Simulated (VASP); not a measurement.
# CaHf2 with PBE: from relaxation to properties, part 2 of 5

Wanted: the relaxed cell of CaHf2 and its properties. The cell is invented: it takes the structure of a Materials Project entry for CaSi2 (space group 191 there), with some of its atoms replaced by other elements, volume scaled by an estimate. It may not be a known or stable phase.

VASP 6.6.1, plane waves and PAW; the level of theory is named at each step.

Still holding for the runs below: The k-mesh is coarse for a metal.

So far. Step 2 (Full relaxation (PBE)): It ends with forces that vanish by symmetry and a pressure of -0.01 GPa. The relaxed cell has a = 5.200, c = 3.271 Å (conventional setting).

## 3. Second relaxation

Level of this step: PBE; plane waves and PAW (Hf_pv, Ca_sv); invented cell (VASP).

The basis stayed that of the start cell while the cell moved. A rerun from the cell reached resets it; the error of the finite cutoff stays. The mesh changes with the cell too.

The input, INCAR:

```
SYSTEM = CaHf2
PREC = Accurate
ENCUT = 400
EDIFF = 1E-06
NELM = 100
ISMEAR = 1
SIGMA = 0.2
LREAL = .FALSE.
ALGO = Normal
GGA = PE
NBANDS = 21
LORBIT = 11
LWAVE = .FALSE.
LCHARG = .FALSE.
IBRION = 2
NSW = 60
ISIF = 3
EDIFFG = -0.01
```

The input, POSCAR:

```
CaHf2
1.0
    5.1995326665     -0.0000002069      0.0000000000
   -2.5997671807      4.5029269183      0.0000000000
    0.0000000000      0.0000000000      3.2707768188
Hf Ca
2 1
Direct
    0.3333333300      0.6666666700      0.5000000000
    0.6666666700      0.3333333300      0.5000000000
    0.0000000000      0.0000000000      0.0000000000
```

The input, KPOINTS:

```
Automatic mesh
0
Gamma
6 6 8
0 0 0
```

Potentials, in the order of the species: Hf_pv and Ca_sv (PBE family, release 64).

Command:

```
> mpirun -np 1 vasp_std
```

Log:

```text
[... set-up lines as in an earlier step ...]
 entering main loop
       N       E                     dE             d eps       ncg     rms          rms(c)
DAV:   1     0.145019875711E+03    0.14502E+03   -0.14112E+04  1478   0.113E+03
DAV:   2    -0.135347598378E+02   -0.15855E+03   -0.15382E+03  1625   0.310E+02
DAV:   3    -0.214669606770E+02   -0.79322E+01   -0.73347E+01  2642   0.483E+01
DAV:   4    -0.216986673136E+02   -0.23171E+00   -0.22968E+00  1950   0.630E+00
DAV:   5    -0.217070187203E+02   -0.83514E-02   -0.83462E-02  2190   0.114E+00    0.457E+01
DAV:   6    -0.202524603295E+02    0.14546E+01   -0.61945E+00  1656   0.105E+01    0.273E+01
DAV:   7    -0.201599528051E+02    0.92508E-01   -0.65651E-01  1767   0.501E+00    0.870E+00
DAV:   8    -0.201585995823E+02    0.13532E-02   -0.45621E-02  2178   0.131E+00    0.641E-01
DAV:   9    -0.201559582702E+02    0.26413E-02   -0.11979E-02  1852   0.728E-01    0.443E-01
DAV:  10    -0.201558703118E+02    0.87958E-04   -0.10503E-03  2124   0.185E-01    0.179E-01
DAV:  11    -0.201558463707E+02    0.23941E-04   -0.96548E-05  1915   0.598E-02    0.601E-02
DAV:  12    -0.201558497366E+02   -0.33659E-05   -0.98399E-06  2403   0.154E-02    0.155E-02
DAV:  13    -0.201558496839E+02    0.52658E-07   -0.10389E-06  1309   0.668E-03
   1 F= -.20155850E+02 E0= -.20150454E+02  d E =-.201558E+02
 curvature:   0.00 expect dE= 0.000E+00 dE for cont linesearch  0.000E+00
 trial: gam= 0.00000 g(F)=  0.112E-43 g(S)=  0.188E-02 ort = 0.000E+00 (trialstep = 0.100E+01)
 search vector abs. value=  0.188E-02
 bond charge predicted
       N       E                     dE             d eps       ncg     rms          rms(c)
DAV:   1    -0.201698563483E+02   -0.14007E-01   -0.37464E-01  1470   0.495E+00    0.108E+00
DAV:   2    -0.201600692993E+02    0.97870E-02   -0.33014E-02  1844   0.124E+00    0.427E-01
DAV:   3    -0.201566837688E+02    0.33855E-02   -0.61610E-03  1988   0.551E-01    0.156E-01
DAV:   4    -0.201564110888E+02    0.27268E-03   -0.32517E-03  2391   0.269E-01    0.872E-02
DAV:   5    -0.201564516047E+02   -0.40516E-04   -0.68238E-05  1773   0.550E-02    0.552E-02
DAV:   6    -0.201564965304E+02   -0.44926E-04   -0.11910E-04  2322   0.484E-02    0.144E-02
DAV:   7    -0.201564956351E+02    0.89530E-06   -0.55953E-06  2025   0.111E-02
   2 F= -.20156496E+02 E0= -.20151000E+02  d E =-.645951E-03
 trial-energy change:   -0.000646  1 .order   -0.000689   -0.001875    0.000496
 step:   0.7714(harm=  0.7908)  dis= 0.00000  next Energy=   -20.156553 (dE=-0.703E-03)
 bond charge predicted
       N       E                     dE             d eps       ncg     rms          rms(c)
DAV:   1    -0.201572768507E+02   -0.78032E-03   -0.19748E-02  1480   0.113E+00    0.245E-01
DAV:   2    -0.201567525582E+02    0.52429E-03   -0.17336E-03  1792   0.284E-01    0.979E-02
DAV:   3    -0.201565702248E+02    0.18233E-03   -0.32886E-04  1991   0.128E-01    0.354E-02
DAV:   4    -0.201565578895E+02    0.12335E-04   -0.16768E-04  2417   0.607E-02    0.194E-02
DAV:   5    -0.201565617445E+02   -0.38550E-05   -0.37791E-06  1645   0.127E-02    0.123E-02
DAV:   6    -0.201565677198E+02   -0.59753E-05   -0.60234E-06  2062   0.109E-02    0.305E-03
DAV:   7    -0.201565681919E+02   -0.47209E-06   -0.24857E-07   800   0.289E-03
   3 F= -.20156568E+02 E0= -.20151092E+02  d E =-.718508E-03
 curvature:  -0.39 expect dE=-0.374E-06 dE for cont linesearch -0.319E-06
 trial: gam= 0.00000 g(F)=  0.111E-42 g(S)=  0.953E-06 ort =-0.390E-04 (trialstep = 0.954E+00)
 search vector abs. value=  0.953E-06
 reached required accuracy - stopping structural energy minimisation
```

Elapsed: 28 s, on 1 MPI rank of Intel Xeon 6975P-C (Granite Rapids), shared host; peak memory 0.2 GiB.

Parts of OUTCAR (step 3):

```text
  LATTYP: Found a hexagonal cell.
 ALAT       =     5.1995326665
 C/A-ratio  =     0.6290520761

The static configuration has the point symmetry D_6h.

 Found     35 irreducible k-points:

   k-points           NKPTS =     35   k-points in BZ     NKDIM =     35   number of bands    NBANDS=     21

   dimension x,y,z NGX =    36 NGY =   36 NGZ =   24
   dimension x,y,z NGXF=    72 NGYF=   72 NGZF=   48

   ENCUT  =  400.0 eV  29.40 Ry    5.42 a.u.   8.48  8.48  5.33*2*pi/ulx,y,z

   NELECT =      30.0000    total number of electrons

 E-fermi :   3.6495

 k-point     1 :       0.0000    0.0000    0.0000
  band No.  band energies     occupation
    ...
     11      -2.2122      2.00000
     12       2.4821      2.00000
     13       3.2370      2.01299
     14       3.5051      1.93461
     15       3.5051      1.93460
     16       3.7839      0.10053
     17       3.7839      0.10053
     18       6.2940     -0.00000
     19       6.2940     -0.00000
     20       6.4805     -0.00000
    ...

 k-point     2 :       0.1667    0.0000    0.0000
  band No.  band energies     occupation
    ...
     11      -1.9312      2.00000
     12       2.4129      2.00000
     13       2.5082      2.00000
     14       3.0975      2.00067
     15       3.4244      2.06748
     16       4.0729     -0.01076
     17       4.2129     -0.00050
     18       6.0827     -0.00000
     19       6.2017     -0.00000
     20       6.3955     -0.00000
    ...

  Total       -0.0054081     -0.0054081     -0.0008869      0.0000000      0.0000000      0.0000000
  in kB       -0.1123264     -0.1123263     -0.0184210      0.0000000      0.0000000      0.0000000
  external PRESSURE =      -0.0810246 kB  Pullay stress =       0.0000000 kB

  energy-cutoff  :      400.00
  volume of cell :       77.14
      direct lattice vectors                 reciprocal lattice vectors
     5.213128633 -0.000000211 -0.000000000     0.191823393  0.110749335 -0.000000000
    -2.606565169  4.514701368  0.000000000     0.000000009  0.221498598 -0.000000000
     0.000000000  0.000000000  3.277532016    -0.000000000 -0.000000000  0.305107622

 POSITION                                       TOTAL-FORCE (eV/Angst)
 -----------------------------------------------------------------------------------
     -0.00000      3.00980      1.63877        -0.000000     -0.000000      0.000000
      2.60656      1.50490      1.63877         0.000000      0.000000      0.000000
      0.00000      0.00000      3.27753        -0.000000     -0.000000      0.000000
 -----------------------------------------------------------------------------------
    total drift:                               -0.000000      0.000000      0.000000

  FREE ENERGIE OF THE ION-ELECTRON SYSTEM (eV)
  ---------------------------------------------------
  free  energy   TOTEN  =       -20.1565681919 eV

  energy  without entropy=      -20.1401395125  energy(sigma->0) =      -20.15109197

 total charge
# of ion       s       p       d       tot
------------------------------------------
    1        0.402   6.244   1.542   8.189
    2        0.402   6.244   1.542   8.189
    3        2.084   5.854   0.288   8.226
--------------------------------------------------
tot          2.888  18.342   3.373  24.603

[... 2 parts as in an earlier step ...]

[... 7 further parts left out ...]
```

Relaxation path:

```
step  energy less that of the first step (eV)  largest force (eV/Å)  pressure (GPa)  volume (Å³)
   1                                   0.0000                0.0000            0.41        76.58
   2                                  -0.0006                0.0000           -0.11        77.31
   3                                  -0.0007                0.0000           -0.01        77.14
```

```
conventional cell, symmetrised  before  after  change
                         a (Å)   5.200  5.213  +0.3 %
                         b (Å)   5.200  5.213  +0.3 %
                         c (Å)   3.271  3.278  +0.2 %
              volume (Å³/atom)   25.53  25.71  +0.7 %
```

The relaxed structure:

```
Hf Ca
1.0
     5.21313    0.00000    0.00000
    -2.60657    4.51470    0.00000
     0.00000    0.00000    3.27753
Hf Ca
2 1
Direct
  0.33333 0.66667 0.50000
  0.66667 0.33333 0.50000
  0.00000 0.00000 0.00000
```

This step gave:

```
irreducible k-points            : 35
free energy (TOTEN)             : -20.16 eV
energy at zero smearing         : -20.15 eV
Fermi energy                    : 3.650 eV
pressure                        : -0.008102 GPa
SCF cycles over all ionic steps : 27
```

It ends with forces that vanish by symmetry and a pressure of -0.01 GPa.

## 4. Single point with fields (PBE)

A single point on the relaxed cell gives a clean self-consistent state, with density, ELF and potential written out.

Edit INCAR of step 3 so:

```diff
@@ -13,6 +13,5 @@
 LWAVE = .FALSE.
-LCHARG = .FALSE.
-IBRION = 2
-NSW = 60
-ISIF = 3
-EDIFFG = -0.01
+LCHARG = .TRUE.
+ISIF = 2
+LELF = .TRUE.
+LVHAR = .TRUE.
```

The input, POSCAR:

```
CaHf2
1.0
    5.2131286328     -0.0000002105      0.0000000000
   -2.6065651688      4.5147013679      0.0000000000
    0.0000000000      0.0000000000      3.2775320155
Hf Ca
2 1
Direct
    0.3333333300      0.6666666700      0.5000000000
    0.6666666700      0.3333333300      0.5000000000
    0.0000000000      0.0000000000      0.0000000000
```

KPOINTS is that of step 3.

Command:

```
> mpirun -np 1 vasp_std
```

Log:

```text
[... set-up lines as in an earlier step ...]
 entering main loop
       N       E                     dE             d eps       ncg     rms          rms(c)
DAV:   1     0.139856294584E+03    0.13986E+03   -0.14000E+04  1470   0.112E+03
DAV:   2    -0.140688126298E+02   -0.15393E+03   -0.14927E+03  1625   0.305E+02
DAV:   3    -0.214825907762E+02   -0.74138E+01   -0.69349E+01  2602   0.475E+01
DAV:   4    -0.217094104163E+02   -0.22682E+00   -0.22520E+00  1979   0.634E+00
DAV:   5    -0.217170058007E+02   -0.75954E-02   -0.75909E-02  2131   0.113E+00    0.455E+01
DAV:   6    -0.202541176484E+02    0.14629E+01   -0.62345E+00  1663   0.105E+01    0.273E+01
DAV:   7    -0.201610898713E+02    0.93028E-01   -0.66062E-01  1754   0.501E+00    0.868E+00
DAV:   8    -0.201595606977E+02    0.15292E-02   -0.45718E-02  2186   0.132E+00    0.638E-01
DAV:   9    -0.201569097143E+02    0.26510E-02   -0.11695E-02  1844   0.718E-01    0.437E-01
DAV:  10    -0.201568268719E+02    0.82842E-04   -0.10701E-03  2118   0.188E-01    0.185E-01
DAV:  11    -0.201568025635E+02    0.24308E-04   -0.96240E-05  1892   0.589E-02    0.544E-02
DAV:  12    -0.201568057928E+02   -0.32293E-05   -0.89687E-06  2305   0.146E-02    0.131E-02
DAV:  13    -0.201568058918E+02   -0.98974E-07   -0.75976E-07  1244   0.608E-03
   1 F= -.20156806E+02 E0= -.20151329E+02  d E =-.164298E-01
```

The job ended after 14 s (1 MPI rank; peak memory 0.19 GiB).

From OUTCAR (step 4):

```text
  LATTYP: Found a hexagonal cell.
 ALAT       =     5.2131286328
 C/A-ratio  =     0.6287072977

The static configuration has the point symmetry D_6h.

 Found     35 irreducible k-points:

   ENCUT  =  400.0 eV  29.40 Ry    5.42 a.u.   8.50  8.50  5.34*2*pi/ulx,y,z

   NELECT =      30.0000    total number of electrons

 E-fermi :   3.6495

 k-point     1 :       0.0000    0.0000    0.0000
  band No.  band energies     occupation
    ...
     11      -2.2123      2.00000
     12       2.4820      2.00000
     13       3.2370      2.01299
     14       3.5051      1.93461
     15       3.5051      1.93460
     16       3.7839      0.10075
     17       3.7839      0.10075
     18       6.2939     -0.00000
     19       6.2939     -0.00000
     20       6.4805     -0.00000
    ...

 k-point     2 :       0.1667   -0.0000    0.0000
  band No.  band energies     occupation
    ...
     11      -1.9312      2.00000
     12       2.4128      2.00000
     13       2.5082      2.00000
     14       3.0975      2.00067
     15       3.4244      2.06748
     16       4.0729     -0.01076
     17       4.2129     -0.00050
     18       6.0827     -0.00000
     19       6.2017     -0.00000
     20       6.3955     -0.00000
    ...

  Total       -0.0069491     -0.0069491     -0.0038106      0.0000000     -0.0000000     -0.0000000
  in kB       -0.1443333     -0.1443333     -0.0791465      0.0000000     -0.0000000     -0.0000000
  external PRESSURE =      -0.1226044 kB  Pullay stress =       0.0000000 kB

  energy-cutoff  :      400.00
  volume of cell :       77.14
      direct lattice vectors                 reciprocal lattice vectors
     5.213128633 -0.000000211  0.000000000     0.191823393  0.110749335  0.000000000
    -2.606565169  4.514701368  0.000000000     0.000000009  0.221498598  0.000000000
     0.000000000  0.000000000  3.277532015     0.000000000  0.000000000  0.305107622

 POSITION                                       TOTAL-FORCE (eV/Angst)
 -----------------------------------------------------------------------------------
     -0.00000      3.00980      1.63877         0.000000      0.000000      0.000000
      2.60656      1.50490      1.63877        -0.000000      0.000000      0.000000
      0.00000      0.00000      0.00000        -0.000000      0.000000      0.000000
 -----------------------------------------------------------------------------------
    total drift:                               -0.000000      0.000000      0.000000

  FREE ENERGIE OF THE ION-ELECTRON SYSTEM (eV)
  ---------------------------------------------------
  free  energy   TOTEN  =       -20.1568058918 eV

  energy  without entropy=      -20.1403761296  energy(sigma->0) =      -20.15132930

[... 4 parts as in an earlier step ...]

[... 7 further parts left out ...]
```

This step gave:

| Quantity | Value |
| --- | --- |
| SCF cycles | 13 |
| pressure | -0.01226 GPa |

Valence electrons inside each PAW sphere by angular momentum. Sphere charges, by row:

```
atom  s (e)  p (e)  d (e)  tot (e)
 Hf1  0.402  6.244  1.542    8.189
 Hf2  0.402  6.244  1.542    8.189
 Ca3  2.084  5.854  0.288    8.226
```

Electrostatic potential energy in the ab plane at fractional z = 0.500, with atoms of Hf within 0.2 Å of it. With pseudopotentials it is smooth inside the atoms' cores, unlike the true potential.

Ten even steps from '0' (-24 eV) to '9' (2 eV), each cell a mean:
```
99999877899999
99986445799999
99853223699999
98630013699999
97410014899999
86310136886678
75322467643357
87555786311247
98888874100248
99999852000369
99999852113589
99999853346899
99999875678999
99999987899999
```
Columns run along a (5.2 Å; values clipped at the 3rd and 97th percentile), rows up along b (5.2 Å). Atoms in or near the plane, at fractional coordinates: Hf at (0.33, 0.67), Hf at (0.67, 0.33).

ELF in the ab plane at fractional z = 0.500, with atoms of Hf within 0.2 Å of it. It is the smooth field of the valence electrons, not physical close to the nuclei.

Values, 14 rows by 14 columns, each cell a mean:
```
0.12 0.26 0.48 0.55 0.44 0.30 0.23 0.23 0.32 0.48 0.56 0.44 0.21 0.11
0.30 0.45 0.48 0.33 0.27 0.34 0.38 0.31 0.24 0.37 0.51 0.43 0.27 0.21
0.53 0.51 0.31 0.31 0.46 0.44 0.47 0.45 0.26 0.36 0.54 0.52 0.43 0.44
0.58 0.38 0.29 0.45 0.24 0.10 0.34 0.45 0.27 0.45 0.59 0.54 0.51 0.56
0.48 0.27 0.42 0.33 0.03 0.07 0.40 0.36 0.31 0.49 0.45 0.36 0.37 0.48
0.33 0.25 0.47 0.32 0.17 0.35 0.41 0.26 0.33 0.31 0.27 0.26 0.24 0.32
0.26 0.25 0.45 0.48 0.46 0.39 0.25 0.25 0.26 0.36 0.45 0.45 0.31 0.23
0.30 0.24 0.30 0.35 0.31 0.28 0.28 0.25 0.41 0.40 0.34 0.47 0.38 0.23
0.45 0.34 0.27 0.29 0.37 0.41 0.28 0.39 0.35 0.07 0.10 0.44 0.34 0.30
0.57 0.50 0.46 0.52 0.55 0.37 0.31 0.46 0.17 0.03 0.24 0.46 0.27 0.44
0.56 0.49 0.51 0.58 0.52 0.29 0.35 0.48 0.32 0.33 0.45 0.31 0.33 0.55
0.36 0.31 0.39 0.51 0.46 0.27 0.30 0.45 0.47 0.42 0.29 0.31 0.48 0.48
0.15 0.16 0.31 0.49 0.50 0.34 0.24 0.25 0.25 0.27 0.38 0.51 0.45 0.26
0.09 0.15 0.36 0.56 0.57 0.45 0.30 0.26 0.33 0.48 0.58 0.53 0.30 0.12
```
Columns run along a (5.2 Å), rows up along b (5.2 Å). Atoms in or near the plane, at fractional coordinates: Hf at (0.33, 0.67), Hf at (0.67, 0.33).

Valence density in the ab plane at fractional z = 0.500, with atoms of Hf within 0.2 Å of it. It is the smooth field of the valence electrons, not physical close to the nuclei.

Ten even steps from '0' (0.1 e/Å³) to '9' (3.4 e/Å³), each cell a mean:
```
00000000000000
00000111000000
00013552000000
00038972000000
00279951000000
00378620000000
00244200012210
00111000257510
00000002699510
00000014898300
00000014773100
00000012320000
00000000000000
00000000000000
```
Columns run along a (5.2 Å), rows up along b (5.2 Å). Atoms in or near the plane, at fractional coordinates: Hf at (0.33, 0.67), Hf at (0.67, 0.33).

In this run the pressure is -0.01 GPa, small enough to go on.

(Continued in part 3 of 5.)

[Lines on the potential files, build, host, timing and source positions are cut from VASP's logs without a mark.]

[Logs are printed without paths, hosts, clocks, repeated set-up lines and the standing remarks that a program may print on its own settings, such as how far it seeks lower states.]

[Hosts, paths, dates, database ids (printed as entryN), source tags and the programs' standing remarks are cut or masked in the printed files.]

[A measured line is paired with the nearest computed mode of its activity, which favours agreement.]
